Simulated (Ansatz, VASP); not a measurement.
# Cross-check of Al2O3 (Corundum) between VASP and Ansatz

One calculation is typed for both programs; each brings its own data sets. How far apart do they land? The cell is taken from a series of runs on this material, whose earlier steps may have relaxed, scaled, displaced or heated it; both programs get it as it stands.

Main program and level: Ansatz 0.2.0; plane waves, with VASP 6.6.1 beside it; zone-centre phonons at r2SCAN with rVV10.

### 1. Set-up

It takes space group R-3c (No. 167, trigonal). The conventional cell has a = 4.751 Å, b = 4.751 Å, c = 12.969 Å, α = 90.00°, β = 90.00°, γ = 120.00°. Nearest to Al lie 6 O at 1.85 to 1.97 Å. Nearest to O lie 4 Al at 1.85 to 1.97 Å. Farther neighbours and most contacts between anions are not listed.

### 2. VASP: zone-centre phonons, r2SCAN with rVV10

Second derivatives magnify differences that forces hide, and they need a tight electronic threshold.

Lines of VASP's logs that name or quote its potential files are left out, and so is its time.

Contents of INCAR:

```
SYSTEM = Al2O3
PREC = Accurate
ENCUT = 660
EDIFF = 1E-07
NELM = 120
ISMEAR = 0
SIGMA = 0.01
LREAL = .FALSE.
ALGO = Normal
METAGGA = R2SCAN
LUSE_VDW = .TRUE.
IVDW_NL = 2
BPARAM = 11.95
CPARAM = 0.0093
LASPH = .TRUE.
NBANDS = 34
LORBIT = 11
LWAVE = .FALSE.
LCHARG = .FALSE.
ISIF = 2
IBRION = 6
NFREE = 2
POTIM = 0.015
NSW = 1
GGA_COMPAT = .FALSE.
EFERMI = MIDGAP
LMIXTAU = .TRUE.
KPAR = 2
```

Contents of POSCAR:

```
Al2O3
1.0
    2.3756261644      1.3715684055      4.3228804694
   -2.3756261644      1.3715684055      4.3228804694
    0.0000000000     -2.7431368111      4.3228804694
Al O
4 6
Direct
    0.3518846049      0.3518846049      0.3518846049
    0.1481153951      0.1481153951      0.1481153951
    0.6481153951      0.6481153951      0.6481153951
    0.8518846049      0.8518846049      0.8518846049
    0.5563671213      0.9436328787      0.2500000000
    0.2500000000      0.5563671213      0.9436328787
    0.9436328787      0.2500000000      0.5563671213
    0.4436328787      0.0563671213      0.7500000000
    0.7500000000      0.4436328787      0.0563671213
    0.0563671213      0.7500000000      0.4436328787
```

Contents of KPOINTS:

```
Automatic mesh
0
Gamma
6 6 6
0 0 0
```

The projector-augmented-wave data sets are Al and O (PBE family, release 64).

The run is started by

```sh
> mpirun -np 2 vasp_std
```

Numbers of over 12 decimals in the logs are rounded to 6 here.

The program printed:

```text
[banner, memory and clock lines left out]
running    2 mpi-ranks, on    1 nodes
 distrk:  each k-point on    1 cores,    2 groups
 distr:  one band on    1 cores,    1 groups

 POSCAR found type information on POSCAR AlO
 POSCAR found :  2 types and      10 ions
|                                                                             |
|               ----> ADVICE to this user running VASP <----                  |
|                                                                             |
|     You have switched on vdW-DFT.                                           |
|     This routine was written and supplied by Jiri Klimes. We recommend      |
|     that you carefully read and cite the following publications:            |
|       J. Klimes, D.R. Bowler, A. Michelides                                 |
|          J. Phys.: Cond Matt. 22 022201 (2010)                              |
|       J. Klimes, D.R. Bowler, A. Michelides                                 |
|          Phys. Rev. B. 83, 195131 (2011)                                    |
|     and references therein.                                                 |
|                                                                             |

|                                                                             |
|               ----> ADVICE to this user running VASP <----                  |
|                                                                             |
|     You enforced a specific xc type in the INCAR file but a different       |
|     [... a line on the potential file left out ...]
|     I HOPE YOU KNOW WHAT YOU ARE DOING!                                     |
|                                                                             |

 LDA part: xc-table for (None), standard interpolation
 POSCAR, INCAR and KPOINTS ok, starting setup
 FFT: planning ... GRIDC
 FFT: planning ... GRID_SOFT
 FFT: planning ... GRID
 WAVECAR not read
 entering main loop
       N       E                     dE             d eps       ncg     rms          rms(c)
Total rVV10 correction in eV:      0.9780690    56.7348997
Total rVV10 correction in eV:      0.9780690    56.7348997
DAV:   1     0.252846451022E+03    0.25285E+03   -0.30215E+04  2176   0.168E+03
DAV:   2    -0.100680470011E+03   -0.35353E+03   -0.33974E+03  2798   0.330E+02
DAV:   3    -0.116371824665E+03   -0.15691E+02   -0.15635E+02  2792   0.710E+01
DAV:   4    -0.116499108412E+03   -0.12728E+00   -0.12721E+00  2704   0.726E+00
DAV:   5    -0.116500663466E+03   -0.15551E-02   -0.15548E-02  2706   0.815E-01    0.176E+01
Total rVV10 correction in eV:      1.0975850    56.7348999
Total rVV10 correction in eV:      1.0975850    56.7348999
DAV:   6    -0.968866336755E+02    0.19614E+02   -0.18240E+01  2660   0.215E+01    0.737E+00
Total rVV10 correction in eV:      1.1468246    56.7348999
Total rVV10 correction in eV:      1.1468246    56.7348999
DAV:   7    -0.941040505394E+02    0.27826E+01   -0.22838E+00  2486   0.112E+01    0.387E+00
Total rVV10 correction in eV:      1.2003095    56.7348999
Total rVV10 correction in eV:      1.2003095    56.7348999
DAV:   8    -0.102201178009E+03   -0.80971E+01   -0.19577E+00  2256   0.908E+00    0.180E+00
Total rVV10 correction in eV:      1.1886367    56.7348999
Total rVV10 correction in eV:      1.1886367    56.7348999
DAV:   9    -0.943040216591E+02    0.78972E+01   -0.14933E+00  2236   0.784E+00    0.607E-01
Total rVV10 correction in eV:      1.1935495    56.7348999
Total rVV10 correction in eV:      1.1935495    56.7348999
DAV:  10    -0.948443316925E+02   -0.54031E+00   -0.11527E-01  2304   0.273E+00    0.525E-01
Total rVV10 correction in eV:      1.1933777    56.7348999
Total rVV10 correction in eV:      1.1933777    56.7348999
DAV:  11    -0.948404244079E+02    0.39073E-02   -0.80702E-04  2798   0.182E-01    0.564E-01
Total rVV10 correction in eV:      1.1974465    56.7348999
Total rVV10 correction in eV:      1.1974465    56.7348999
DAV:  12    -0.951026748798E+02   -0.26225E+00   -0.69879E-02  2218   0.234E+00    0.513E-01
Total rVV10 correction in eV:      1.1990504    56.7348999
Total rVV10 correction in eV:      1.1990504    56.7348999
DAV:  13    -0.950997664609E+02    0.29084E-02   -0.14216E-02  2426   0.123E+00    0.673E-01
Total rVV10 correction in eV:      1.2013309    56.7348999
Total rVV10 correction in eV:      1.2013309    56.7348999
DAV:  14    -0.951040267718E+02   -0.42603E-02   -0.20011E-02  2228   0.126E+00    0.616E-01
Total rVV10 correction in eV:      1.2010221    56.7348999
Total rVV10 correction in eV:      1.2010221    56.7348999
DAV:  15    -0.951073845612E+02   -0.33578E-02   -0.18961E-03  2280   0.427E-01    0.532E-01
[...]
Total rVV10 correction in eV:      1.2014423    56.7348999
Total rVV10 correction in eV:      1.2014423    56.7348999
DAV:   4    -0.951048422040E+02    0.30117E-03   -0.11956E-03  7988   0.325E-01    0.212E-02
Total rVV10 correction in eV:      1.2014446    56.7348999
Total rVV10 correction in eV:      1.2014446    56.7348999
DAV:   5    -0.951050513923E+02   -0.20919E-03   -0.46782E-04  7990   0.221E-01    0.109E-02
Total rVV10 correction in eV:      1.2014399    56.7348999
Total rVV10 correction in eV:      1.2014399    56.7348999
DAV:   6    -0.951050942102E+02   -0.42818E-04   -0.65294E-05  9032   0.727E-02    0.607E-03
Total rVV10 correction in eV:      1.2014405    56.7348999
Total rVV10 correction in eV:      1.2014405    56.7348999
DAV:   7    -0.951051067886E+02   -0.12578E-04   -0.69822E-06  9068   0.222E-02    0.314E-03
Total rVV10 correction in eV:      1.2014408    56.7348999
Total rVV10 correction in eV:      1.2014408    56.7348999
DAV:   8    -0.951051022390E+02    0.45497E-05   -0.21745E-06  8274   0.150E-02    0.163E-03
Total rVV10 correction in eV:      1.2014408    56.7348999
Total rVV10 correction in eV:      1.2014408    56.7348999
DAV:   9    -0.951051047177E+02   -0.24787E-05   -0.16143E-06  8016   0.114E-02    0.869E-04
Total rVV10 correction in eV:      1.2014409    56.7348999
Total rVV10 correction in eV:      1.2014409    56.7348999
DAV:  10    -0.951051048132E+02   -0.95487E-07   -0.22052E-07  6870   0.489E-03
Total rVV10 correction in eV:      1.2014410    56.7348999
Total rVV10 correction in eV:      1.2014410    56.7348999
Total rVV10 correction in eV:      1.2014410    56.7348999
Total rVV10 correction in eV:      1.2014410    56.7348999
   8 F= -.95105105E+02 E0= -.95105105E+02  d E =0.000000E+00
[...]
9 F= -.95105105E+02 E0= -.95105105E+02  d E =0.000000E+00
[...]
10 F= -.95105454E+02 E0= -.95105454E+02  d E =0.000000E+00
 Finite differences progress:
  Degree of freedom:   5/  5
  Displacement:        1/  2
  Total:               9/ 10
 bond charge predicted
       N       E                     dE             d eps       ncg     rms          rms(c)
Total rVV10 correction in eV:      1.2014091    56.7348999
Total rVV10 correction in eV:      1.2014091    56.7348999
DAV:   1    -0.951101367855E+02   -0.46825E-02   -0.31436E+00  7774   0.103E+01    0.289E-01
Total rVV10 correction in eV:      1.2014005    56.7348999
Total rVV10 correction in eV:      1.2014005    56.7348999
DAV:   2    -0.951076542931E+02    0.24825E-02   -0.36664E-02  9674   0.121E+00    0.152E-01
Total rVV10 correction in eV:      1.2014597    56.7348999
Total rVV10 correction in eV:      1.2014597    56.7348999
DAV:   3    -0.951053177293E+02    0.23366E-02   -0.34017E-03  9456   0.608E-01    0.458E-02
Total rVV10 correction in eV:      1.2014427    56.7348999
Total rVV10 correction in eV:      1.2014427    56.7348999
DAV:   4    -0.951046617318E+02    0.65600E-03   -0.24203E-03  7886   0.501E-01    0.291E-02
Total rVV10 correction in eV:      1.2014466    56.7348999
Total rVV10 correction in eV:      1.2014466    56.7348999
DAV:   5    -0.951048853092E+02   -0.22358E-03   -0.14973E-03  7866   0.412E-01    0.146E-02
Total rVV10 correction in eV:      1.2014378    56.7348999
Total rVV10 correction in eV:      1.2014378    56.7348999
DAV:   6    -0.951054342773E+02   -0.54897E-03   -0.38250E-04  8046   0.196E-01    0.829E-03
Total rVV10 correction in eV:      1.2014383    56.7348999
Total rVV10 correction in eV:      1.2014383    56.7348999
DAV:   7    -0.951054504768E+02   -0.16200E-04   -0.23941E-05  9630   0.415E-02    0.218E-03
Total rVV10 correction in eV:      1.2014409    56.7348999
Total rVV10 correction in eV:      1.2014409    56.7348999
DAV:   8    -0.951054506290E+02   -0.15223E-06   -0.71221E-06  8148   0.280E-02    0.155E-03
Total rVV10 correction in eV:      1.2014412    56.7348999
Total rVV10 correction in eV:      1.2014412    56.7348999
DAV:   9    -0.951054538170E+02   -0.31880E-05   -0.24024E-06  8008   0.166E-02    0.746E-04
Total rVV10 correction in eV:      1.2014413    56.7348999
Total rVV10 correction in eV:      1.2014413    56.7348999
DAV:  10    -0.951054544016E+02   -0.58459E-06   -0.35665E-07  8838   0.708E-03    0.525E-04
Total rVV10 correction in eV:      1.2014414    56.7348999
Total rVV10 correction in eV:      1.2014414    56.7348999
DAV:  11    -0.951054544572E+02   -0.55576E-07   -0.98463E-08  5436   0.378E-03
Total rVV10 correction in eV:      1.2014416    56.7348999
Total rVV10 correction in eV:      1.2014416    56.7348999
Total rVV10 correction in eV:      1.2014415    56.7348999
Total rVV10 correction in eV:      1.2014415    56.7348999
  11 F= -.95105454E+02 E0= -.95105454E+02  d E =0.000000E+00
 Finite differences progress:
  Degree of freedom:   5/  5
  Displacement:        2/  2
  Total:              10/ 10
```

[end of part 1 of 3]

[Lines on the potential files, build, host, timing and source positions are cut from VASP's logs without a mark.]

[Logs are printed without paths, hosts, clocks, repeated set-up lines and the standing remarks that a program may print on its own settings, such as how far it seeks lower states.]

[Hosts, paths, dates, database ids (printed as entryN), source tags and the programs' standing remarks are cut or masked in the printed files.]
